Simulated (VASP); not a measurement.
Level of theory: SCAN meta-GGA, VASP's PBE PAW potentials (set 64) (plane waves; VASP).

The input files of a VASP run:

File KPOINTS:
```
Automatic mesh
0
Gamma
7 7 7
0 0 0
```

POSCAR:
```
CuI
1.0
  0.0000000000   3.0250000000   3.0250000000
  3.0250000000   0.0000000000   3.0250000000
  3.0250000000   3.0250000000   0.0000000000
Cu I
1 1
Cartesian
  0.0000000000   0.0000000000   0.0000000000
  1.5125000000   1.5125000000   1.5125000000
```

**INCAR**
```
SYSTEM=CuI
PREC=Accurate; ENCUT=520; LREAL=F
LASPH=T
EDIFF=1E-6; NELM=100; ALGO=Normal
LMAXMIX=4; LMIXTAU=T
ISMEAR=0; SIGMA=0.05
METAGGA=SCAN
IBRION=2; NSW=60; ISIF=3
EDIFFG=-0.01
LWAVE=F; LCHARG=F
```

POTCAR, in this order: Cu I (PBE.64 set). Program: vasp_std.

Energy and stress use the plane-wave basis of the starting cell. Unless said otherwise, spin-orbit coupling is left out, though it shifts the bands of the heavy elements here.

What does the run give for the energy per atom (σ→0), volume per atom, band gap (on the k-mesh)?

The energy per atom (σ→0) is -26.067 eV/atom and the band gap (on the k-mesh) comes out as 1.57 eV. The volume per atom comes out as 26.90 Å³/atom.

**OSZICAR**
```
...
DAV:   2    -0.521335046460E+02   -0.17287E-04   -0.22320E-03   520   0.157E+00    0.434E-02
DAV:   3    -0.521333593358E+02    0.14531E-03   -0.40827E-04   520   0.704E-01    0.209E-02
DAV:   4    -0.521333451725E+02    0.14163E-04   -0.27406E-05   581   0.629E-02    0.570E-03
DAV:   5    -0.521333349471E+02    0.10225E-04   -0.31014E-06   525   0.279E-02    0.403E-03
DAV:   6    -0.521333274441E+02    0.75030E-05   -0.22053E-06   440   0.264E-02    0.795E-04
DAV:   7    -0.521333252595E+02    0.21845E-05   -0.85368E-07   360   0.173E-02    0.812E-04
DAV:   8    -0.521333255373E+02   -0.27783E-06   -0.10412E-07   260   0.549E-03
   4 F= -.52133326E+02 E0= -.52133326E+02  d E =-.379060E-02
```

The compound is CuI in the zinc blende structure. This run relaxes it. Symmetry was kept, so distortions that lower it aren't found.
